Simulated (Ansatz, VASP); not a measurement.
# Si53Ge13 (amorphous Si0.8Ge0.2): VASP beside Ansatz

Wanted: the spread between two codes on one cell, functional and k mesh. The cell is taken from a series of runs on this material, whose earlier steps may have relaxed, scaled, displaced or heated it; both programs get it as it stands.

Program: Ansatz 0.2.0. Level of theory: plane waves, with VASP 6.6.1 beside it; single point at revPBE. Results are calculated unless marked as measured.

### Step 1. Starting point

The cell holds 132 atoms: 106 Si and 26 Ge. Cell: a = 13.982 Å, b = 13.982 Å, c = 13.982 Å, α = 90.0°, β = 90.0°, γ = 90.0°. As first built, before any earlier steps moved the atoms (in the runner's words): 132 atoms (106 Si, 26 Ge) placed at random at 2.96 g/cm^3, melted at 3500 K for 10 ps at fixed volume with the Tersoff potential (Tersoff, Phys. Rev. B 39, 5566 (1989)). Quenched from 2700 K to 500 K at 50 K/ps and fixed volume, annealed at 1000 K for 20 ps, held 5 ps.

### Step 2. VASP: single point, revPBE

A single point gives forces, pressure and levels at one fixed geometry, so differences don't come from the geometry; what else differs is listed under the comparison.

Lines of VASP's logs that name or quote its potential files are left out, and so is its time.

File INCAR:

```
SYSTEM = Si53Ge13
PREC = Accurate
ENCUT = 500
EDIFF = 1E-06
NELM = 120
ISMEAR = 0
SIGMA = 0.05
LREAL = Auto
ALGO = Normal
GGA = RE
NBANDS = 486
LORBIT = 11
LWAVE = .FALSE.
LCHARG = .FALSE.
ISIF = 2
LASPH = .TRUE.
GGA_COMPAT = .FALSE.
```

File POSCAR:

```
Si53Ge13
1.0
   13.9815000000      0.0000000000      0.0000000000
    0.0000000000     13.9815000000      0.0000000000
    0.0000000000      0.0000000000     13.9815000000
Si Ge
106 26
Direct
    0.0830200000      0.9669500000      0.4287000000
    0.2612000000      0.6038500000      0.2687000000
    0.0076700000      0.7134600000      0.5858600000
    0.3431900000      0.2827700000      0.2995700000
    0.7266200000      0.4010800000      0.6097400000
    0.1975100000      0.7827800000      0.0494900000
    0.0069500000      0.4180800000      0.9932700000
    0.1427700000      0.6688200000      0.6753500000
    0.1656800000      0.7937700000      0.7816300000
    0.1111800000      0.4165200000      0.6211900000
    0.1001200000      0.9685900000      0.1863800000
    0.8766600000      0.8519500000      0.7606800000
    0.5788900000      0.8483400000      0.4275100000
    0.9708000000      0.3211400000      0.2973300000
    0.5708000000      0.2366800000      0.1415600000
    0.0531500000      0.6959400000      0.4263300000
    0.8505300000      0.6472800000      0.6052400000
    0.6867200000      0.2417300000      0.3584300000
    0.3681100000      0.1234200000      0.6333000000
    0.5909400000      0.9200400000      0.9998000000
    0.0757500000      0.4513200000      0.2831600000
    0.5037000000      0.6649200000      0.0044500000
    0.1329900000      0.2537300000      0.6642100000
    0.8986400000      0.3143100000      0.4497500000
    0.9915000000      0.8394600000      0.3687700000
    0.9438400000      0.8655800000      0.6089100000
    0.6277600000      0.1768000000      0.6248700000
    0.2827000000      0.1717400000      0.8894500000
    0.6918500000      0.1715000000      0.0289300000
    0.0062500000      0.6790400000      0.1334600000
[... 96 atom lines left out ...]
    0.1299400000      0.3887100000      0.1242300000
    0.4784500000      0.7064200000      0.4045400000
    0.2727600000      0.8719600000      0.9081100000
    0.1946200000      0.9311100000      0.6760800000
    0.0188400000      0.8291800000      0.8623900000
    0.8434900000      0.8933600000      0.1575200000
```

File KPOINTS:

```
Automatic mesh
0
Gamma
1 1 1
0 0 0
```

The projector-augmented-wave data sets are Si and Ge_d (PBE family, release 64).

The run is started by

```
$ export OMP_NUM_THREADS=3
$ mpirun -np 1 vasp_gam
```

Numbers of over 12 decimals in the logs are rounded to 6 here.

The program printed:

```text
[banner, memory and clock lines left out]
running    1 mpi-ranks, on    1 nodes
[...]
Offloading initialized ...    1 GPUs detected
[...]
|                                                                             |
|               ----> ADVICE to this user running VASP <----                  |
|                                                                             |
|     You enforced a specific xc type in the INCAR file but a different       |
|     [... a line on the potential file left out ...]
|     I HOPE YOU KNOW WHAT YOU ARE DOING!                                     |
|                                                                             |

 LDA part: xc-table for (Slater+PW92), standard interpolation
 POSCAR, INCAR and KPOINTS ok, starting setup
[...]
entering main loop
       N       E                     dE             d eps       ncg     rms          rms(c)
DAV:   1     0.144623163115E+05    0.14462E+05   -0.26778E+05  1156   0.278E+03
DAV:   2     0.257329703912E+04   -0.11889E+05   -0.11491E+05   972   0.775E+02
DAV:   3    -0.206743921910E+03   -0.27800E+04   -0.26043E+04  1138   0.241E+02
DAV:   4    -0.615499946865E+03   -0.40876E+03   -0.38713E+03  1224   0.924E+01
[...]
DAV:  18    -0.630418007058E+03   -0.32179E-05   -0.48231E-06  1032   0.556E-03    0.247E-03
DAV:  19    -0.630418008118E+03   -0.10604E-05   -0.21199E-06   792   0.275E-03    0.116E-03
DAV:  20    -0.630418008628E+03   -0.50988E-06   -0.62082E-07   656   0.168E-03
   1 F= -.63041801E+03 E0= -.63040113E+03  d E =-.337558E-01
```

Parts of OUTCAR (step 2):

```text
  FREE ENERGIE OF THE ION-ELECTRON SYSTEM (eV)
  ---------------------------------------------------
  free  energy   TOTEN  =      -630.4180086281 eV

  energy  without entropy=     -630.3842527932  energy(sigma->0) =     -630.40113071
```

The gap is under twice the smearing width, so the edge states are partly filled and the run can't tell a small gap from a semimetal.

### Step 3. Ansatz: single point, revPBE

Ansatz runs on its default PAW (the set named soft_2) files.

The same cell, functional, mesh and smearing now go to Ansatz, which takes its cutoff from its data sets.

File input.yaml:

```yaml
crystal:
  lattice:
    - [13.9815, 0.0, 0.0]
    - [0.0, 13.9815, 0.0]
    - [0.0, 0.0, 13.9815]
  atoms:
    - { symbol: Si, position: [0.08302, 0.96695, 0.4287] }
    - { symbol: Si, position: [0.2612, 0.60385, 0.2687] }
    - { symbol: Si, position: [0.00767, 0.71346, 0.58586] }
    - { symbol: Si, position: [0.34319, 0.28277, 0.29957] }
    - { symbol: Si, position: [0.72662, 0.40108, 0.60974] }
    - { symbol: Si, position: [0.19751, 0.78278, 0.04949] }
    - { symbol: Si, position: [0.00695, 0.41808, 0.99327] }
    - { symbol: Si, position: [0.14277, 0.66882, 0.67535] }
    - { symbol: Si, position: [0.16568, 0.79377, 0.78163] }
    - { symbol: Si, position: [0.11118, 0.41652, 0.62119] }
    - { symbol: Si, position: [0.10012, 0.96859, 0.18638] }
    - { symbol: Si, position: [0.87666, 0.85195, 0.76068] }
    - { symbol: Si, position: [0.57889, 0.84834, 0.42751] }
    - { symbol: Si, position: [0.9708, 0.32114, 0.29733] }
    - { symbol: Si, position: [0.5708, 0.23668, 0.14156] }
    - { symbol: Si, position: [0.05315, 0.69594, 0.42633] }
    - { symbol: Si, position: [0.85053, 0.64728, 0.60524] }
    - { symbol: Si, position: [0.68672, 0.24173, 0.35843] }
    - { symbol: Si, position: [0.36811, 0.12342, 0.6333] }
    - { symbol: Si, position: [0.59094, 0.92004, 0.9998] }
    - { symbol: Si, position: [0.07575, 0.45132, 0.28316] }
    - { symbol: Si, position: [0.5037, 0.66492, 0.00445] }
    - { symbol: Si, position: [0.13299, 0.25373, 0.66421] }
    - { symbol: Si, position: [0.89864, 0.31431, 0.44975] }
    - { symbol: Si, position: [0.9915, 0.83946, 0.36877] }
    - { symbol: Si, position: [0.94384, 0.86558, 0.60891] }
    - { symbol: Si, position: [0.62776, 0.1768, 0.62487] }
    - { symbol: Si, position: [0.2827, 0.17174, 0.88945] }
    - { symbol: Si, position: [0.69185, 0.1715, 0.02893] }
    - { symbol: Si, position: [0.00625, 0.67904, 0.13346] }
[... 96 atom lines left out ...]
    - { symbol: Ge, position: [0.12994, 0.38871, 0.12423] }
    - { symbol: Ge, position: [0.47845, 0.70642, 0.40454] }
    - { symbol: Ge, position: [0.27276, 0.87196, 0.90811] }
    - { symbol: Ge, position: [0.19462, 0.93111, 0.67608] }
    - { symbol: Ge, position: [0.01884, 0.82918, 0.86239] }
    - { symbol: Ge, position: [0.84349, 0.89336, 0.15752] }
kpoints:
  mp_grid: { grid: [1, 1, 1] }
hamiltonian:
  xc: revpbe
scf:
  occupations: { method: gaussian, width: 0.05 }
output:
  forces: true
  stress: true
  populations: true
  dos:
    method: { smearing: { sigma: 0.08 } }
    de: 0.1
    projected: { site_lists: { Ge: [Ge], Si: [Si] } }
  eigenvalues: true
  write_density: true
  write_potential: true
  volumetric_format: npy
  elf: true
```

The run is started by

```
$ ansatz run input.yaml --threads 4 --pin off --max-ram 8192MiB --backend cpu --events-out ev --progress --plain --runs-dir out
```

The program printed:

```text
Engine: ansatz 0.2.0, aarch64-unknown-linux-gnu
Pseudopotentials: kind: paw
Pseudopotential: Si, paw, valence charge 4, recommended cutoff 420 eV (normal), Si.paw.azcp
Pseudopotential: Ge, paw, valence charge 14, recommended cutoff 420 eV (normal), Ge.paw.azcp
Functional definition: revPBE
  parameter kappa = 1.245
  parameter beta = 0.066725
  exchange = pbe_x(kappa = kappa, mu = beta*pi^2/3)
  correlation = pbe_c(beta = beta)
Crystal: 132 atoms, lattice volume = 2733.136 Å³
Basis set: ecut = 420 eV, 53355 PW (Γ), exchange–correlation on 192×192×192 points (8 copies of the dense FFT grid, shifted against one another)
Bands: 526, of which v1, the nominal top of the filled ones, is band 394 counted from 1 (393 counted from 0)
Symmetry: 1 space group operations
Space group: P1 (ITA 1), of the structure as read, at distance tolerance 1.4e-4 Å
k-points: 1
Non-local potential: Si, projectors of the file, l = 0: 2, l = 1: 2, l = 2: 2
Non-local potential: Ge, projectors of the file, l = 0: 2, l = 1: 2, l = 2: 3, l = 3: 1
PAW form: soft (Blöchl's): semilocal exchange-correlation on the pseudo side does not see the compensation charge
PAW frozen core: Si, regenerated for the run's functional, and the local potential with it (the file was generated under x = pbe(κ = 0.804, μ = 0.219515), c = pbe(β = 0.066725))
PAW frozen core: Ge, regenerated for the run's functional, and the local potential with it (the file was generated under x = pbe(κ = 0.804, μ = 0.219515), c = pbe(β = 0.066725))
PAW one-centre angular grid: Si, 110 points (default); XC on 64 Gauss nodes
PAW one-centre angular grid: Ge, 590 points (default); XC on 64 Gauss nodes
Initial density: superposition of atomic densities (neutral atoms: chi_scale 0, normalization atom), corrected by the library's trained network
Initial wavefunctions: pseudopotential atomic-orbital guess
Functional: x = revpbe(κ = 1.245, μ = 0.219515), c = pbe(β = 0.066725)
SCF iter   1: F=—  HF=-179374.861770 eV  |F-HF|=—  |Δ(HF+E_count)|=         —  Δρ=3.57e-3  dr2=8.16e-1  ethr=1.77e-3  ⟨swp⟩=6.0  Hψ=2204  notcnv=0  defer=41
preconditioner: auto → Resta (q_TF=auto, 2.218 Å⁻¹)  ε∞=5.6  [insulator: Δε(μ)=0.100 eV  Ē_g=7.608 eV  σ=0.050 eV  W_gap=0.84  n_scr=484 (ndim 8)  ℏωp=16.3 eV  f_vac=0.004  D(μ)=16.58/eV (n_scr^D=56)  ε∞_Penn≈5.6]
SCF iter   2: F=—  HF=-179374.773266 eV  |F-HF|=—  |Δ(HF+E_count)|=   8.85e-2  Δρ=1.92e-3  dr2=1.77e-1  ethr=1.04e-4  ⟨swp⟩=1.0  Hψ=605  notcnv=0  defer=78
SCF iter   3: F=—  HF=-179374.767345 eV  |F-HF|=—  |Δ(HF+E_count)|=   5.92e-3  Δρ=6.05e-4  dr2=1.01e-2  ethr=2.25e-5  ⟨swp⟩=2.0  Hψ=796  notcnv=0  defer=78
SCF iter   4: F=—  HF=-179374.764354 eV  |F-HF|=—  |Δ(HF+E_count)|=   2.99e-3  Δρ=2.29e-4  dr2=2.04e-3  ethr=1.28e-6  ⟨swp⟩=2.0  Hψ=795  notcnv=0  defer=78
SCF iter   5: F=—  HF=-179374.766310 eV  |F-HF|=—  |Δ(HF+E_count)|=   1.96e-3  Δρ=7.75e-5  dr2=3.73e-4  ethr=2.59e-7  ⟨swp⟩=2.0  Hψ=666  notcnv=0  defer=78
SCF iter   6: F=—  HF=-179374.766870 eV  |F-HF|=—  |Δ(HF+E_count)|=   5.60e-4  Δρ=2.78e-5  dr2=5.75e-5  ethr=4.74e-8  ⟨swp⟩=2.0  Hψ=666  notcnv=0  defer=78
SCF iter   7: F=—  HF=-179374.767641 eV  |F-HF|=—  |Δ(HF+E_count)|=   7.72e-4  Δρ=1.02e-5  dr2=1.02e-5  ethr=7.29e-9  ⟨swp⟩=2.0  Hψ=791  notcnv=0  defer=125
SCF iter   8: F=—  HF=-179374.767652 eV  |F-HF|=—  |Δ(HF+E_count)|=   1.05e-5  Δρ=4.69e-6  dr2=2.45e-6  ethr=1.29e-9  ⟨swp⟩=2.0  Hψ=758  notcnv=0  defer=125
SCF iter   9: F=—  HF=-179374.767653 eV  |F-HF|=—  |Δ(HF+E_count)|=   1.25e-6  Δρ=1.93e-6  dr2=3.55e-7  ethr=3.10e-10  ⟨swp⟩=2.0  Hψ=770  notcnv=0  defer=125
SCF iter  10: F=-179374.767653 eV  HF=-179374.767653 eV  |F-HF|=2.65e-8  |Δ(HF+E_count)|=   2.67e-7  Δρ=6.37e-7  dr2=3.00e-8  ethr=1.27e-11  ⟨swp⟩=18.0  Hψ=4262  notcnv=0
SCF 1 converged in 10 iterations: F = -179374.767653 eV  dr2 = 3.00e-8
  greatest PAW one-centre occupation: 0.998 electrons in one spin orbital (limit 2), on the Ge atom at site 128 (counted from 0), in its partial waves of l = 2
SCF converged after 10 iterations
Free energy (F): -179374.767653 eV
Harris-Foulkes:  -179374.767653 eV  (|F-HF|=2.65e-8)
Internal energy: -179374.733750 eV  (E = F + TS)
E sigma→0 (E₀):  -179374.750702 eV
Entropy (-TS):   -0.033903 eV (-0.257 meV/atom)
Fermi energy:    6.885432 eV
--- Per-component energies (eV) ---
  E_band       = -3720.273982
  E_kinetic    = 7106.826212
  E_local      = -86998.932412  (includes V_loc(G=0)·N_el)
  E_nonlocal   = 13548.961650
  E_hartree    = 38759.930141
  E_xc         = -7797.599926
  E_vxc        = -6589.646655  (∫ρ·V_xc dr)
  E_paw        = -107166.148539  (= ΣΔE_a)
  E_vpaw       = -8307.362961  (= ΣTr[D̂ρ^β])
  E_aug_tail   = 0.008654  (compensation charges beyond the density's cutoff)
  E_ewald      = -36822.374957
  E_core_change = -5.404573  (= ΣΔE_core)
  E_smearing   = -0.033903  (= −TS)
[...]
atom 125  Ge    -0.00277478     0.00034022     0.00818224
  atom 126  Ge    -0.00771644    -0.00902164     0.00361392
  atom 127  Ge     0.00359110     0.01081064     0.00709480
  atom 128  Ge     0.00046812     0.00028983    -0.00434478
  atom 129  Ge    -0.01700099    -0.03969494    -0.02436525
  atom 130  Ge    -0.01275173    -0.02231565    -0.02287090
  atom 131  Ge     0.00913257     0.00547965     0.00344186
  atom 132  Ge    -0.00230537    -0.00292007     0.00875823
  max |Σ_I F_I| component: 1.98e-5 eV/Å
--- Stress (GPa, compression-positive) ---
        2.069716      -0.046567      -0.202897
       -0.046567       1.019964      -0.130584
       -0.202897      -0.130584       0.375725
  P = ⅓ Tr σ = 1.1551 GPa (11.551 kbar)
--- Band table (eV) ---
  k-point 0: bands = [... 390 lower, 6.5353, 6.6284, 6.6691, 6.8497, 6.9211, 7.0585, 7.1800, 7.2202, ... 128 higher]
--- Löwdin populations: 132 sites ---
  site symbol       q [e]
     0     Si      3.9441
     1     Si      3.9409
     2     Si      3.9656
     3     Si      3.9220
     4     Si      3.9812
     5     Si      3.9520
     6     Si      3.8931
     7     Si      3.9161
     8     Si      3.9704
     9     Si      3.9320
    10     Si      3.9738
    11     Si      3.8968
    12     Si      3.9198
    13     Si      3.9688
    14     Si      3.9557
    15     Si      3.9854
    16     Si      3.9084
    17     Si      3.9351
    18     Si      3.9545
    19     Si      3.9615
    20     Si      3.9916
    21     Si      3.9341
    22     Si      3.9631
    23     Si      3.8875
[...]
124     Ge     14.0344
   125     Ge     14.0027
   126     Ge     14.0429
   127     Ge     14.0245
   128     Ge     13.8800
   129     Ge     13.9962
   130     Ge     13.9816
   131     Ge     14.0347
  spilling = 0.006981 (of n_electrons = 788.000000)
```

The column dr2 measures how far the density is from self-consistency, as an energy; F and HF (Harris–Foulkes) agree once it is small.

### Step 4. Differences

Known differences besides the potentials themselves: the cutoff is 420 eV in Ansatz and 500 eV in VASP (PREC = Accurate, projectors in real space); Ansatz makes its cores anew for this functional, VASP keeps those of its PBE data sets. Total energies have different zeros and are not compared.

The two programs side by side:

| quantity | Ansatz | VASP | difference |
| --- | --- | --- | --- |
| pressure (GPa) | 1.16 | 0.95 | +0.20 |

At this near-relaxed geometry the largest component of a force difference is 13 meV/Å.

### Step 5. What came out

```
difference in pressure (single point, revPBE) : 0.20 GPa
```

The difference in pressure is 0.20 GPa (single point, revPBE), within the 1 GPa picked in this series as the mark of a large difference. How closely two codes agree says nothing of how well the functional describes the real material.

[Lines on the potential files, build, host, timing and source positions are cut from VASP's logs without a mark.]

[Logs are printed without paths, hosts, clocks, repeated set-up lines and the standing remarks that a program may print on its own settings, such as how far it seeks lower states.]

[Hosts, paths, dates, database ids (printed as entryN), source tags and the programs' standing remarks are cut or masked in the printed files.]
